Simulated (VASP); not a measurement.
Calculation: SCAN meta-GGA, VASP's PBE PAW potentials (set 64) (plane waves; VASP 6.6.1).

A VASP calculation is set up with these files.

### INCAR
```
SYSTEM  =  CdTe
PREC  =  Accurate; ENCUT  =  520; LREAL  =  .FALSE.
LASPH  =  .TRUE.
EDIFF  =  1E-7; NELM  =  100; ALGO  =  Normal
LMAXMIX  =  4; LMIXTAU  =  .TRUE.
ISMEAR  =  -5
METAGGA  =  SCAN
ISIF  =  2
LWAVE  =  .FALSE.; LCHARG  =  .FALSE.; LORBIT  =  11
NEDOS  =  601
```

### POSCAR
```
CdTe
1
    0.0000000000     3.2667126536     3.2667126536
    3.2667126536     0.0000000000     3.2667126536
    3.2667126536     3.2667126536     0.0000000000
Cd Te
1 1
Direct
  0.0000000000   0.0000000000   0.0000000000
  0.2500000000   0.2500000000   0.2500000000
```

File KPOINTS:
```
Automatic mesh
0
Gamma
8 8 8
0 0 0
```

KPOINTS_OPT:
```
k-points along high-symmetry lines
10
Line-mode
Reciprocal
  0.000000   0.000000   0.000000 ! GAMMA
 -0.500000  -0.500000   0.000000 ! X

 -0.500000  -0.500000   0.000000 ! X
 -0.375000  -0.375000   0.250000 ! U

 -0.375000  -0.000000   0.375000 ! K
  0.000000   0.000000   0.000000 ! GAMMA

  0.000000   0.000000   0.000000 ! GAMMA
  0.000000   0.000000   0.500000 ! L

  0.000000   0.000000   0.500000 ! L
 -0.500000  -0.250000   0.250000 ! W

 -0.500000  -0.250000   0.250000 ! W
 -0.500000  -0.500000   0.000000 ! X
```

POTCAR, in this order: Cd Te (PBE.64 set). Program: vasp_std.

The run wrote:

### OSZICAR
```
       N       E                     dE             d eps       ncg     rms          rms(c)
DAV:   1     0.393155465408E+02    0.39316E+02   -0.85120E+03   754   0.122E+03
DAV:   2    -0.688129419490E+02   -0.10813E+03   -0.10385E+03   824   0.282E+02
DAV:   3    -0.733384207946E+02   -0.45255E+01   -0.45138E+01   904   0.612E+01
DAV:   4    -0.733811209542E+02   -0.42700E-01   -0.42695E-01  1061   0.528E+00
DAV:   5    -0.733812231854E+02   -0.10223E-03   -0.10223E-03   894   0.253E-01    0.535E+00
DAV:   6    -0.689197347696E+02    0.44615E+01   -0.48128E+00   769   0.343E+01    0.743E+00
DAV:   7    -0.685992107093E+02    0.32052E+00   -0.35101E-01   754   0.920E+00    0.396E+00
DAV:   8    -0.684972466785E+02    0.10196E+00   -0.13173E-01   754   0.519E+00    0.160E+00
DAV:   9    -0.685540631093E+02   -0.56816E-01   -0.29139E-01   754   0.617E+00    0.371E-01
DAV:  10    -0.685698689303E+02   -0.15806E-01   -0.29625E-02   754   0.233E+00    0.326E-01
DAV:  11    -0.686254446714E+02   -0.55576E-01   -0.57290E-02   754   0.292E+00    0.101E-01
DAV:  12    -0.686267966955E+02   -0.13520E-02   -0.44220E-03   809   0.903E-01    0.116E-01
DAV:  13    -0.686223531642E+02    0.44435E-02   -0.14493E-02   754   0.174E+00    0.931E-02
DAV:  14    -0.686268164677E+02   -0.44633E-02   -0.65951E-03   754   0.127E+00    0.686E-02
DAV:  15    -0.686269386617E+02   -0.12219E-03   -0.39586E-04   764   0.203E-01    0.574E-02
DAV:  16    -0.686271187517E+02   -0.18009E-03   -0.10184E-04   764   0.140E-01    0.436E-02
DAV:  17    -0.686271769216E+02   -0.58170E-04   -0.17864E-04   754   0.180E-01    0.209E-02
DAV:  18    -0.686271611503E+02    0.15771E-04   -0.54822E-05   764   0.883E-02    0.170E-02
DAV:  19    -0.686271629534E+02   -0.18030E-05   -0.22132E-05   754   0.673E-02    0.167E-02
DAV:  20    -0.686271798748E+02   -0.16921E-04   -0.94360E-07   884   0.122E-02    0.250E-03
DAV:  21    -0.686271853850E+02   -0.55102E-05   -0.14602E-06   754   0.185E-02    0.418E-03
DAV:  22    -0.686271803017E+02    0.50833E-05   -0.40701E-07   779   0.838E-03    0.209E-03
DAV:  23    -0.686271786165E+02    0.16852E-05   -0.11454E-07   522   0.393E-03    0.122E-03
DAV:  24    -0.686271769576E+02    0.16589E-05   -0.22616E-08   377   0.203E-03    0.325E-04
DAV:  25    -0.686271771232E+02   -0.16558E-06   -0.36784E-09   377   0.801E-04    0.412E-04
DAV:  26    -0.686271770277E+02    0.95524E-07   -0.37534E-10   377   0.226E-04
   1 F= -.68627177E+02 E0= -.68627177E+02  d E =0.000000E+00
       N       E                     dE             ncg
       N       E                     dE             ncg
       N       E                     dE             ncg
```

OUTCAR:
```
------------------------ aborting loop because EDIFF is reached ----------------------------------------
  FORCE on cell =-STRESS in cart. coord.  units (eV):
  Direction    XX          YY          ZZ          XY          YZ          ZX
  --------------------------------------------------------------------------------------
  Total       -0.0089775     -0.0089775     -0.0089775     -0.0000000     -0.0000000     -0.0000000
  in kB       -0.2063015     -0.2063015     -0.2063015     -0.0000000     -0.0000000     -0.0000000
  external PRESSURE =      -0.2063015 kB  Pullay stress =       0.0000000 kB
  volume of cell :       69.72
      direct lattice vectors                 reciprocal lattice vectors
     0.000000000  3.266712654  3.266712654    -0.153059070  0.153059070  0.153059070
     3.266712654  0.000000000  3.266712654     0.153059070 -0.153059070  0.153059070
     3.266712654  3.266712654  0.000000000     0.153059070  0.153059070 -0.153059070
  FREE ENERGIE OF THE ION-ELECTRON SYSTEM (eV)
  ---------------------------------------------------
  free  energy   TOTEN  =       -68.6271770277 eV

  energy  without entropy=      -68.6271770277  energy(sigma->0) =      -68.62717703

 total charge

# of ion       s       p       d       tot
------------------------------------------
    1        0.462   0.304   9.544  10.311
    2        1.331   2.054   0.020   3.405
--------------------------------------------------
tot          1.793   2.358   9.564  13.715
```
(Selected blocks of OUTCAR.)

The compound is CdTe in the zinc blende structure. It was relaxed first.
